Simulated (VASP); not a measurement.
Output of a VASP run:

**OSZICAR**
```
       N       E                     dE             d eps       ncg     rms          rms(c)
DAV:   1     0.680934362034E+02    0.68093E+02   -0.67132E+03  4104   0.128E+03
DAV:   2    -0.181235274514E+02   -0.86217E+02   -0.80794E+02  4176   0.253E+02
DAV:   3    -0.223178101405E+02   -0.41943E+01   -0.40280E+01  5196   0.640E+01
DAV:   4    -0.224196370648E+02   -0.10183E+00   -0.10133E+00  4900   0.957E+00
DAV:   5    -0.224228522322E+02   -0.32152E-02   -0.32141E-02  5464   0.177E+00    0.156E+01
DAV:   6    -0.258797370683E+02   -0.34569E+01   -0.42436E+01  5028   0.141E+02    0.175E+01
DAV:   7    -0.208208997693E+02    0.50588E+01   -0.17695E+01  5340   0.111E+02    0.382E+00
DAV:   8    -0.208356092533E+02   -0.14709E-01   -0.11893E+00  4900   0.917E+00    0.196E+00
DAV:   9    -0.207946751757E+02    0.40934E-01   -0.11973E-01  5264   0.733E+00    0.460E-01
DAV:  10    -0.207940393557E+02    0.63582E-03   -0.64701E-03  5028   0.804E-01    0.565E-02
DAV:  11    -0.207940339545E+02    0.54012E-05   -0.24753E-04  6008   0.221E-01    0.441E-02
DAV:  12    -0.207940366535E+02   -0.26989E-05   -0.21985E-05  4940   0.719E-02    0.123E-02
DAV:  13    -0.207940368793E+02   -0.22584E-06   -0.19372E-06  5400   0.116E-02    0.391E-03
DAV:  14    -0.207940369129E+02   -0.33548E-07   -0.13485E-07  3496   0.417E-03
   1 F= -.20794037E+02 E0= -.20793756E+02  d E =-.841973E-03
```

OUTCAR:
```
------------------------ aborting loop because EDIFF is reached ----------------------------------------
  FORCE on cell =-STRESS in cart. coord.  units (eV):
  Direction    XX          YY          ZZ          XY          YZ          ZX
  --------------------------------------------------------------------------------------
  Total        0.5215458      0.9154378      0.5215458      0.0000000      0.0000000     -1.9056977
  in kB       22.3036022     39.1481627     22.3036022      0.0000000      0.0000000    -81.4960500
  external PRESSURE =      27.9184557 kB  Pullay stress =       0.0000000 kB
  volume of cell :       37.47
      direct lattice vectors                 reciprocal lattice vectors
     0.000000000  2.655824343  2.655824343    -0.188265463  0.188265463  0.188265463
     2.655824343  0.000000000  2.655824343     0.188265463 -0.188265463  0.188265463
     2.655824343  2.655824343  0.000000000     0.188265463  0.188265463 -0.188265463
 POSITION                                       TOTAL-FORCE (eV/Angst)
 -----------------------------------------------------------------------------------
      0.00000      0.00000      0.00000        -0.000000     -1.233635     -0.000000
      1.32791      1.32791      1.32791         0.000000     -0.678232      0.000000
      3.98374      3.78374      3.98374        -0.000000      1.911867     -0.000000
 -----------------------------------------------------------------------------------
    total drift:                                0.000001     -0.000035      0.000001
  FREE ENERGIE OF THE ION-ELECTRON SYSTEM (eV)
  ---------------------------------------------------
  free  energy   TOTEN  =       -20.7940369129 eV

  energy  without entropy=      -20.7931949394  energy(sigma->0) =      -20.79375626
```
(Selected blocks of OUTCAR.)

POSCAR:
```
CoSi2
1
    0.0000000000     2.6558243431     2.6558243431
    2.6558243431     0.0000000000     2.6558243431
    2.6558243431     2.6558243431     0.0000000000
Co Si
1 2
Direct
  0.0000000000   0.0000000000   0.0000000000
  0.2500000000   0.2500000000   0.2500000000
  0.7123469074   0.7876530926   0.7123469074
```

**Question.** Reconstruct the remaining input files.

**Answer.** This is not unique; one that fits is the input of the run itself, PBEsol GGA, plane waves, VASP's PBE PAW potentials (set 64).

**KPOINTS**
```
K-points
0
gamma
 10 10 10
```

**INCAR**
```
ENCUT=480   ! plane-wave cut-off (eV)
ISMEAR=1
EDIFF=1E-7   ! SCF stop (eV)
GGA=PS
ISIF=2
LWAVE=.FALSE.
LASPH=.TRUE.
LMAXMIX=4   ! l cut-off of mixed one-centre charges
LCHARG=.FALSE.
NELM=100
SIGMA=0.1
PREC=Accurate
ALGO=Normal   ! blocked Davidson
SYSTEM=CoSi2
LREAL=.FALSE.   ! projection in real space or not
```

POTCAR, in this order: Co Si (PBE.64 set). Program: vasp_std.

The compound is CoSi2 in the fluorite structure. This cell was strained or had an atom moved on purpose. The run is not spin-polarised, so no magnetic state was tried. The electron count is odd and the run is not spin-polarised, which forces a metal.
